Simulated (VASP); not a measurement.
VASP ran on this input.

**POSCAR**
```
Au
1
    0.0000000000     3.8549880000     3.8549880000
    3.8549880000     0.0000000000     3.8549880000
    3.8549880000     3.8549880000     0.0000000000
Au
1
Direct
  0.0000000000   0.0000000000   0.0000000000
```

**INCAR**
```
SYSTEM = Au
PREC = Accurate
ENCUT = 400
EDIFF = 1E-6
NELM = 100
ALGO = Normal
LREAL = .FALSE.
LASPH = .TRUE.
ISMEAR = 1
SIGMA = 0.1
GGA = PE
LMAXMIX = 6
LWAVE = .FALSE.
LCHARG = .FALSE.
ISIF = 2
```

KPOINTS:
```
Automatic mesh
0
Gamma
4 4 4
0 0 0
```

POTCAR, in this order: Au (PBE.64 set). Program: vasp_std.

Output

### standard output
```
 POSCAR found type information on POSCAR Au
 POSCAR found :  1 types and       1 ions
 Reading from existing POTCAR
 Reading from existing POTCAR
 LDA part: xc-table for (Slater+PW92), standard interpolation
 POSCAR, INCAR and KPOINTS ok, starting setup
 WAVECAR not read
 entering main loop
       N       E                     dE             d eps       ncg     rms          rms(c)
DAV:   1     0.528268158239E+02    0.52827E+02   -0.29159E+03   144   0.650E+02
DAV:   2     0.143448263778E+01   -0.51392E+02   -0.49879E+02   248   0.129E+02
DAV:   3    -0.182178624248E+00   -0.16167E+01   -0.16123E+01   148   0.293E+01
DAV:   4    -0.190069327814E+00   -0.78907E-02   -0.78895E-02   148   0.241E+00
DAV:   5    -0.190190057724E+00   -0.12073E-03   -0.12073E-03   145   0.328E-01    0.116E-01
DAV:   6    -0.189181864041E+00    0.10082E-02   -0.30197E-03   145   0.392E-01    0.129E-01
DAV:   7    -0.188999635637E+00    0.18223E-03   -0.31131E-04   144   0.107E-01    0.771E-02
DAV:   8    -0.188987942357E+00    0.11693E-04   -0.14265E-04   144   0.120E-01    0.170E-02
DAV:   9    -0.189010207510E+00   -0.22265E-04   -0.20345E-05   144   0.375E-02    0.241E-03
DAV:  10    -0.189012518200E+00   -0.23107E-05   -0.20770E-06   144   0.115E-02    0.102E-03
DAV:  11    -0.189012639096E+00   -0.12090E-06   -0.27748E-07   137   0.417E-03
   1 F= -.18901264E+00 E0= -.18783952E+00  d E =-.351937E-02
```

### OUTCAR
```
------------------------ aborting loop because EDIFF is reached ----------------------------------------
  FORCE on cell =-STRESS in cart. coord.  units (eV):
  Direction    XX          YY          ZZ          XY          YZ          ZX
  --------------------------------------------------------------------------------------
  Total       -0.4090020     -0.4090020     -0.4090020      0.0000000      0.0000000     -0.0000000
  in kB       -5.7192217     -5.7192217     -5.7192217      0.0000000      0.0000000     -0.0000000
  external PRESSURE =      -5.7192217 kB  Pullay stress =       0.0000000 kB
  volume of cell :      114.58
      direct lattice vectors                 reciprocal lattice vectors
     0.000000000  3.854988000  3.854988000    -0.129702090  0.129702090  0.129702090
     3.854988000  0.000000000  3.854988000     0.129702090 -0.129702090  0.129702090
     3.854988000  3.854988000  0.000000000     0.129702090  0.129702090 -0.129702090
 POSITION                                       TOTAL-FORCE (eV/Angst)
 -----------------------------------------------------------------------------------
      0.00000      0.00000      0.00000         0.000000      0.000000      0.000000
 -----------------------------------------------------------------------------------
    total drift:                               -0.000000     -0.000000      0.000000
  FREE ENERGIE OF THE ION-ELECTRON SYSTEM (eV)
  ---------------------------------------------------
  free  energy   TOTEN  =        -0.1890126391 eV

  energy  without entropy=       -0.1854932719  energy(sigma->0) =       -0.18783952
```
(Selected blocks of OUTCAR.)

**Question.** The run ends quietly. Is anything wrong with it?

**Answer.** The cause: the lattice was typed in bohr, and VASP reads ångström. The run ends without an error. Against the sound run, the energy per atom (σ→0) increases by 2.997 eV/atom; the pressure falls by 9.65 GPa; the volume rises by 570 %. To mend it, correct POSCAR, correct KPOINTS.
### POSCAR
```
Au
1
    0.0000000000     2.0400000000     2.0400000000
    2.0400000000     0.0000000000     2.0400000000
    2.0400000000     2.0400000000     0.0000000000
Au
1
Direct
  0.0000000000   0.0000000000   0.0000000000
```
KPOINTS:
```
Automatic mesh
0
Gamma
12 12 12
0 0 0
```
The mended run (PBE GGA, plane waves, VASP's PBE PAW potentials (set 64)) converges, and its OSZICAR ends with
```
   1 F= -.31850224E+01 E0= -.31851025E+01  d E =0.240212E-03
```

The compound is Au in the fcc structure. The cell was not relaxed at this level.
